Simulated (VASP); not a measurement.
Consider the following.

```yaml
crystal:
  lattice:
    - [1.53788, -2.66369, 0.00000]
    - [1.53788, 2.66369, 0.00000]
    - [0.00000, 0.00000, 5.04881]
  atoms:
    - { symbol: Si, position: [0.66667, 0.33333, 0.49965] }
    - { symbol: Si, position: [0.33333, 0.66667, 0.99965] }
    - { symbol: C, position: [0.66667, 0.33333, 0.87535] }
    - { symbol: C, position: [0.33333, 0.66667, 0.37535] }
```

The numbers are results of revTPSS meta-GGA, VASP's PBE PAW potentials (set 64) (plane waves; VASP), not measurements. Settings: 520 eV cut-off, 9×9×5 Γ-centred mesh, tetrahedra with Blöchl corrections, potentials Si C.

Task: Estimate the energy per atom (σ→0), band gap (over mesh and band path) with the smallest direct gap where there is one.

Result: 
```yaml
band gap (over mesh and band path): 2.10 eV
smallest direct gap (over mesh and band path): 3.90 eV
energy per atom (σ→0): -8.846 eV/atom
```

Only differences to runs with the same potentials and settings are physical.

The compound is SiC in the wurtzite structure, the rare 2H polytype. It was relaxed first.
